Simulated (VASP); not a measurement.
Computed with PBEsol GGA, VASP's PBE PAW potentials (set 64) (plane waves; VASP).

A VASP calculation is set up with these files.

### POSCAR
```
KCl
1.0
  0.0000000000   3.1243090858   3.1243090858
  3.1243090858   0.0000000000   3.1243090858
  3.1243090858   3.1243090858   0.0000000000
K Cl
1 1
Cartesian
  0.0000000000   0.0000000000   0.0000000000
  3.1243090858   3.1243090858   3.1243090858
```

File KPOINTS:
```
Automatic
0
gamma
  7 7 7
```

### INCAR
```
SYSTEM = KCl
PREC = Accurate; ENCUT = 400; LREAL = .FALSE.
LASPH = .TRUE.
EDIFF = 1E-6; NELM = 100; ALGO = Normal
ISMEAR = 0; SIGMA = 0.05
GGA = PS
IBRION = 2; NSW = 60; ISIF = 3
EDIFFG = -0.01
LWAVE = .FALSE.; LCHARG = .FALSE.
```

POTCAR, in this order: K_sv Cl (PBE.64 set). Program: vasp_std.

Task: What will the output report for the number of irreducible k-points (NKPTS), number of bands (NBANDS), largest plane-wave count, number of space-group operations, FFT grid (NGX, NGY, NGZ)?

Result: 
- number of irreducible k-points (NKPTS): 20
- number of bands (NBANDS): 12
- largest plane-wave count: 1117
- number of space-group operations: 48
- FFT grid (NGX, NGY, NGZ): 30 × 30 × 30

The structure was generated: KCl was put into the rock salt type (Fm-3m), which need not be its known phase. It was relaxed first, which changed the volume by -15 %. The start is the result of an earlier pass.
